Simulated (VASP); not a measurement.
Given:

```
CELL_PARAMETERS angstrom
      1.91037    -3.30885     0.00000
      1.91037     3.30885     0.00000
      0.00000     0.00000     6.40931
ATOMIC_POSITIONS crystal
  Sn 0.00000 0.00000 0.00000
  Se 0.33333 0.66667 0.24858
  Se 0.66667 0.33333 0.75142
```

Computed with revTPSS meta-GGA, VASP's PBE PAW potentials (set 64) (plane waves; VASP). Run with 520 eV cut-off, 6×6×3 Γ-centred mesh, Gaussian smearing of 0.050 eV, potentials Sn_d Se.

Without a dispersion term in the relaxation, distances and binding between the weakly bound layers, chains or molecules are unreliable, and so is what depends on them.

Task: Estimate the energy per atom (σ→0).

Result: 
```
Quantity                      Result
---------------------  -------------
energy per atom (σ→0)  6.987 eV/atom
```

The absolute energy has meaning only against runs of the same code, potentials and settings.

The compound is SnSe2 in the 1T layered structure. It was relaxed first. The start is the result of an earlier pass.
